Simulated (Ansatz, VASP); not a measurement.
# Ge5F2 in two plane-wave programs

Wanted: the spread between two codes on one cell, functional and k mesh. The cell is taken from a series of runs on this material, whose earlier steps may have relaxed, scaled, displaced or heated it; both programs get it as it stands.

Program: Ansatz 0.2.0. Level of theory: plane waves, with VASP 6.6.1 beside it; single point at PBEsol. Results are calculated unless marked as measured.

## (1) Set-up

The cell holds 14 atoms: 10 Ge and 4 F. Its edges and angles: a = 4.001 Å, b = 5.658 Å, c = 44.800 Å, α = 90.0°, β = 90.0°, γ = 90.0°. It derives from Ge. Vacuum lies along c.

As a file:

```cif
data_structure
_symmetry_space_group_name_H-M 'P 1'
_symmetry_Int_Tables_number 1
_cell_length_a 4.0008
_cell_length_b 5.6580
_cell_length_c 44.8000
_cell_angle_alpha 90.000
_cell_angle_beta 90.000
_cell_angle_gamma 90.000
_cell_volume 1014.12
loop_
_atom_site_label
_atom_site_type_symbol
_atom_site_fract_x
_atom_site_fract_y
_atom_site_fract_z
_atom_site_occupancy
Ge1 Ge 0.00000 0.00347 0.41078 1
Ge2 Ge 0.00000 0.75002 0.45535 1
Ge3 Ge 0.50000 0.49998 0.45535 1
Ge4 Ge 0.50000 0.24653 0.41078 1
Ge5 Ge 0.00000 0.00022 0.50000 1
Ge6 Ge 0.00000 0.75002 0.54465 1
Ge7 Ge 0.50000 0.49998 0.54465 1
Ge8 Ge 0.50000 0.24978 0.50000 1
Ge9 Ge 0.00000 0.00347 0.58922 1
Ge10 Ge 0.50000 0.24653 0.58922 1
F11 F 0.00000 0.81851 0.37965 1
F12 F 0.50000 0.43149 0.37965 1
F13 F 0.00000 0.81851 0.62035 1
F14 F 0.50000 0.43149 0.62035 1
```

## (2) VASP: single point, PBEsol, pair 1

With cell and atoms fixed, the geometry can't cause a difference; cores, projectors, grids and the points listed under the comparison can.

Lines of VASP's logs that name or quote its potential files are left out, and so is its time.

INCAR reads:

```
SYSTEM = Ge5F2
PREC = Accurate
ENCUT = 520
EDIFF = 1E-06
NELM = 120
ISMEAR = 0
SIGMA = 0.01
LREAL = .FALSE.
ALGO = Normal
GGA = PS
NBANDS = 104
LORBIT = 11
LWAVE = .FALSE.
LCHARG = .FALSE.
ISIF = 2
LDIPOL = .TRUE.
IDIPOL = 3
DIPOL = 0.5 0.5 0.5
LVHAR = .TRUE.
LASPH = .TRUE.
GGA_COMPAT = .FALSE.
EFERMI = MIDGAP
NELMDL = -8
KPAR = 4
```

POSCAR reads:

```
Ge5F2
1.0
    4.0008101680      0.0000000000      0.0000000000
    0.0000000000      5.6580000000      0.0000000000
    0.0000000000      0.0000000000     44.8000000000
Ge F
10 4
Direct
    0.0000000000      0.0034739222      0.4107775823
    0.0000000000      0.7500228169      0.4553454924
    0.5000000000      0.4999771831      0.4553454924
    0.5000000000      0.2465260778      0.4107775823
    0.0000000000      0.0002228646      0.5000000000
    0.0000000000      0.7500228169      0.5446545076
    0.5000000000      0.4999771831      0.5446545076
    0.5000000000      0.2497771354      0.5000000000
    0.0000000000      0.0034739222      0.5892224177
    0.5000000000      0.2465260778      0.5892224177
    0.0000000000      0.8185065345      0.3796490739
    0.5000000000      0.4314934655      0.3796490739
    0.0000000000      0.8185065345      0.6203509261
    0.5000000000      0.4314934655      0.6203509261
```

KPOINTS reads:

```
Automatic mesh
0
Gamma
8 6 1
0 0 0
```

PAW data sets: Ge_d and F (PBE family, release 64).

The run is started by

```
$ mpirun -np 4 vasp_std
```

Numbers of over 12 decimals in the logs are rounded to 6 here.

Output:

```text
[banner, memory and clock lines left out]
running    4 mpi-ranks, on    1 nodes
 distrk:  each k-point on    1 cores,    4 groups
 distr:  one band on    1 cores,    1 groups

 POSCAR found type information on POSCAR GeF
 POSCAR found :  2 types and      14 ions
|                                                                             |
|               ----> ADVICE to this user running VASP <----                  |
|                                                                             |
|     You enforced a specific xc type in the INCAR file but a different       |
|     [... a line on the potential file left out ...]
|     I HOPE YOU KNOW WHAT YOU ARE DOING!                                     |
|                                                                             |

 LDA part: xc-table for (Slater+PW92), standard interpolation
 POSCAR, INCAR and KPOINTS ok, starting setup
 FFT: planning ... GRIDC
 FFT: planning ... GRID_SOFT
 FFT: planning ... GRID
 WAVECAR not read
 entering main loop
       N       E                     dE             d eps       ncg     rms          rms(c)
DAV:   1     0.206925993911E+04    0.20693E+04   -0.80158E+04  5320   0.235E+03
DAV:   2     0.367990722790E+03   -0.17013E+04   -0.16354E+04  5336   0.623E+02
DAV:   3    -0.317465423913E+02   -0.39974E+03   -0.39219E+03  5832   0.234E+02
DAV:   4    -0.696337223072E+02   -0.37887E+02   -0.37482E+02  4848   0.830E+01
DAV:   5    -0.710907449933E+02   -0.14570E+01   -0.14541E+01  5552   0.174E+01
DAV:   6    -0.711384463297E+02   -0.47701E-01   -0.47690E-01  5528   0.289E+00
DAV:   7    -0.711403826583E+02   -0.19363E-02   -0.19362E-02  5904   0.555E-01
DAV:   8    -0.711404297398E+02   -0.47082E-04   -0.47080E-04  5656   0.790E-02    0.122E+01
DAV:   9    -0.677762724313E+02    0.33642E+01   -0.86822E+00  5936   0.282E+01    0.602E+00
DAV:  10    -0.677918660875E+02   -0.15594E-01   -0.31373E+00  4608   0.823E+00    0.378E+00
DAV:  11    -0.677244599485E+02    0.67406E-01   -0.10052E+00  5504   0.129E+01    0.167E+00
DAV:  12    -0.676510977425E+02    0.73362E-01   -0.28149E-01  6656   0.855E+00    0.271E-01
DAV:  13    -0.676632981856E+02   -0.12200E-01   -0.91355E-02  4592   0.205E+00    0.251E-01
DAV:  14    -0.676665408200E+02   -0.32426E-02   -0.17994E-02  5424   0.151E+00    0.774E-02
[...]
DAV:  21    -0.676695493739E+02   -0.69553E-04   -0.14508E-05  5248   0.264E-02    0.575E-03
DAV:  22    -0.676695864765E+02   -0.37103E-04   -0.67165E-06  4880   0.503E-02    0.109E-03
DAV:  23    -0.676695992678E+02   -0.12791E-04   -0.17563E-06  3392   0.773E-03    0.109E-03
DAV:  24    -0.676696074774E+02   -0.82096E-05   -0.31475E-07  2992   0.133E-02    0.900E-04
DAV:  25    -0.676696122437E+02   -0.47664E-05   -0.34670E-07  3040   0.753E-03    0.378E-04
DAV:  26    -0.676696144318E+02   -0.21881E-05   -0.15234E-07  2904   0.431E-03    0.341E-04
DAV:  27    -0.676696155421E+02   -0.11103E-05   -0.55767E-08  2600   0.561E-03    0.139E-04
DAV:  28    -0.676696164083E+02   -0.86614E-06   -0.38368E-08  2592   0.137E-03
   1 F= -.67669616E+02 E0= -.67669616E+02  d E =0.000000E+00
```

Parts of OUTCAR (step 2):

```text
ion  position               nearest neighbor table
   1  0.000  0.003  0.411-  11 1.74   4 2.43   4 2.43   2 2.46
   2  0.000  0.750  0.455-   3 2.45   3 2.45   5 2.45   1 2.46
   3  0.500  0.500  0.455-   2 2.45   2 2.45   8 2.45   4 2.46
   4  0.500  0.247  0.411-  12 1.74   1 2.43   1 2.43   3 2.46
   5  0.000  0.000  0.500-   8 2.45   8 2.45   2 2.45   6 2.45
   6  0.000  0.750  0.545-   7 2.45   7 2.45   5 2.45   9 2.46
   7  0.500  0.500  0.545-   6 2.45   6 2.45   8 2.45  10 2.46
   8  0.500  0.250  0.500-   5 2.45   5 2.45   7 2.45   3 2.45
   9  0.000  0.003  0.589-  13 1.74  10 2.43  10 2.43   6 2.46
  10  0.500  0.247  0.589-  14 1.74   9 2.43   9 2.43   7 2.46
  11  0.000  0.819  0.380-   1 1.74
  12  0.500  0.431  0.380-   4 1.74
  13  0.000  0.819  0.620-   9 1.74
  14  0.500  0.431  0.620-  10 1.74

  LATTYP: Found a simple orthorhombic cell.
 ALAT       =     4.0008101680
 B/A-ratio  =     1.4142135624
 C/A-ratio  =    11.1977319890

 Subroutine GETGRP returns: Found  8 space group operations
 (whereof  4 operations were pure point group operations)

The static configuration has the point symmetry C_2v.
 The point group associated with its full space group is D_2h.

 Found     20 irreducible k-points:

   k-points           NKPTS =     20   k-points in BZ     NKDIM =     20   number of bands    NBANDS=    104

   dimension x,y,z NGX =    30 NGY =   42 NGZ =  336
   dimension x,y,z NGXF=    60 NGYF=   84 NGZF=  672

   ENCUT  =  520.0 eV  38.22 Ry    6.18 a.u.   7.44 10.52 83.30*2*pi/ulx,y,z

   NELECT =     168.0000    total number of electrons

 k-points in reciprocal lattice and weights: Automatic mesh
   0.00000000  0.00000000  0.00000000       0.021
   0.12500000  0.00000000  0.00000000       0.042
   0.25000000  0.00000000  0.00000000       0.042
   0.37500000  0.00000000  0.00000000       0.042
   0.50000000  0.00000000  0.00000000       0.021
   0.00000000  0.16666667  0.00000000       0.042
   0.12500000  0.16666667  0.00000000       0.083
   0.25000000  0.16666667  0.00000000       0.083
   0.37500000  0.16666667  0.00000000       0.083
[...]
0.37500000  0.50000000  0.00000000       0.042
   0.50000000  0.50000000  0.00000000       0.021

 dipolmoment           0.000000      0.000000     -0.000000 electrons x Angstroem

 average (electrostatic) potential at core
       1 -83.0906       2 -82.8987       3 -82.8987       4 -83.0906       5 -82.9385
       6 -82.8987       7 -82.8987       8 -82.9385       9 -83.0906      10 -83.0906
      11 -83.3808      12 -83.3808      13 -83.3808      14 -83.3808

 E-fermi :  -3.6725

 k-point     1 :       0.0000    0.0000    0.0000
  band No.  band energies     occupation
    ...
     80      -5.8719      2.00000
     81      -5.0039      2.00000
     82      -4.9766      2.00000
     83      -4.2703      2.00000
     84      -3.9531      2.00000
     85      -3.3780      0.00000
     86      -3.0226      0.00000
     87      -2.4718      0.00000
     88      -2.1178      0.00000
     89      -2.1148      0.00000
    ...

 k-point     2 :       0.1250    0.0000    0.0000
  band No.  band energies     occupation
    ...
     80      -5.8202      2.00000
     81      -5.5770      2.00000
     82      -5.4695      2.00000
     83      -5.1094      2.00000
     84      -4.8742      2.00000
     85      -2.5590      0.00000
     86      -2.3329      0.00000
     87      -1.9647      0.00000
     88      -1.9196      0.00000
     89      -1.3709      0.00000
    ...

 k-point     3 :       0.2500    0.0000    0.0000
  band No.  band energies     occupation
    ...
     80      -6.8358      2.00000
     81      -6.1221      2.00000
     82      -5.7468      2.00000
     83      -5.6402      2.00000
     84      -5.2110      2.00000
     85      -2.9157      0.00000
     86      -2.4732      0.00000
     87      -1.7853      0.00000
     88      -1.5291      0.00000
     89      -1.3834      0.00000
    ...

  Total        3.5787923      1.3957904      0.1013225      0.0000000      0.0000000      0.0000000
  in kB        5.6540309      2.2051690      0.1600765      0.0000000      0.0000000      0.0000000
  external PRESSURE =       2.6730921 kB  Pullay stress =       0.0000000 kB

  energy-cutoff  :      520.00
  volume of cell :     1014.12
      direct lattice vectors                 reciprocal lattice vectors
     4.000810168  0.000000000  0.000000000     0.249949375  0.000000000  0.000000000
     0.000000000  5.658000000  0.000000000     0.000000000  0.176740898  0.000000000
     0.000000000  0.000000000 44.800000000     0.000000000  0.000000000  0.022321429

 POSITION                                       TOTAL-FORCE (eV/Angst)
 -----------------------------------------------------------------------------------
      0.00000      0.01966     18.40284        -0.000000      0.046934      0.068847
      0.00000      4.24363     20.39948        -0.000000      0.011427     -0.002448
      2.00041      2.82887     20.39948        -0.000000     -0.011427     -0.002448
      2.00041      1.39484     18.40284         0.000000     -0.046934      0.068847
      0.00000      0.00126     22.40000        -0.000000     -0.008657      0.000000
      0.00000      4.24363     24.40052         0.000000      0.011427      0.002448
      2.00041      2.82887     24.40052        -0.000000     -0.011427      0.002448
      2.00041      1.41324     22.40000        -0.000000      0.008657      0.000000
      0.00000      0.01966     26.39716        -0.000000      0.046934     -0.068847
      2.00041      1.39484     26.39716         0.000000     -0.046934     -0.068847
      0.00000      4.63111     17.00828        -0.000000     -0.057774     -0.066647
      2.00041      2.44139     17.00828         0.000000      0.057774     -0.066647
      0.00000      4.63111     27.79172        -0.000000     -0.057774      0.066647
      2.00041      2.44139     27.79172         0.000000      0.057774      0.066647
 -----------------------------------------------------------------------------------
    total drift:                                0.000000      0.000000      0.000000

  FREE ENERGIE OF THE ION-ELECTRON SYSTEM (eV)
  ---------------------------------------------------
  free  energy   TOTEN  =       -67.6696164083 eV

  energy  without entropy=      -67.6696164083  energy(sigma->0) =      -67.66961641

 vacuum level on the upper side and lower side of the slab         2.836         2.836

 total charge
# of ion       s       p       d       tot
------------------------------------------
    1        1.110   1.232  10.133  12.475
    2        1.127   1.264  10.021  12.412
    3        1.127   1.264  10.021  12.412
    4        1.110   1.232  10.133  12.475
    5        1.124   1.260  10.024  12.409
    6        1.127   1.264  10.021  12.412
    7        1.127   1.264  10.021  12.412
    8        1.124   1.260  10.024  12.409
    9        1.110   1.232  10.133  12.475
   10        1.110   1.232  10.133  12.475
   11        1.747   4.309   0.000   6.056
   12        1.747   4.309   0.000   6.056
   13        1.747   4.309   0.000   6.056
   14        1.747   4.309   0.000   6.056
--------------------------------------------------
tot         18.186  29.739 100.665 148.590

[... 3 further parts left out ...]
```

(Part 1 of 2 ends here.)

[Lines on the potential files, build, host, timing and source positions are cut from VASP's logs without a mark.]

[Logs are printed without paths, hosts, clocks, repeated set-up lines and the standing remarks that a program may print on its own settings, such as how far it seeks lower states.]

[Hosts, paths, dates, database ids (printed as entryN), source tags and the programs' standing remarks are cut or masked in the printed files.]
